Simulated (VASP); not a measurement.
Input:

```
CELL_PARAMETERS angstrom
      2.82192     0.00000     0.00000
      0.00000     2.82192     0.00000
      0.00000     0.00000     2.82192
ATOMIC_POSITIONS crystal
  Al 0.50000 0.50000 0.50000
  Co 0.00000 0.00000 0.00000
```

All values below come from PBEsol GGA, VASP's PBE PAW potentials (set 64) (plane waves; VASP). Settings: 480 eV cut-off, 12×12×12 Γ-centred mesh, first-order Methfessel-Paxton smearing of 0.10 eV, potentials Al Co.

Each relaxation starts from this cell; other phases were not tried.

Problem. The cell is relaxed at 15 GPa. What happens?

Solution. The volume per atom goes from 11.24 to 10.52 Å³ (-6.4 %), and the cell becomes a = b = c = 2.7605 Å, α = β = γ = 90.00°, space group Pm-3m.

Problem. The cell is relaxed at 30 GPa. What happens?

Solution. The volume per atom goes from 11.24 to 9.98 Å³ (-11.2 %), and the cell becomes a = 2.7122 Å, b = 2.7122 Å, c = 2.7122 Å, α = 90.00°, β = 90.00°, γ = 90.00°, space group Pm-3m.

Failed runs are left out, and for metals the shear rows, which the mesh's noise covers.

The compound is CoAl in the CsCl type structure. The run is not spin-polarised, so no magnetic state was tried.
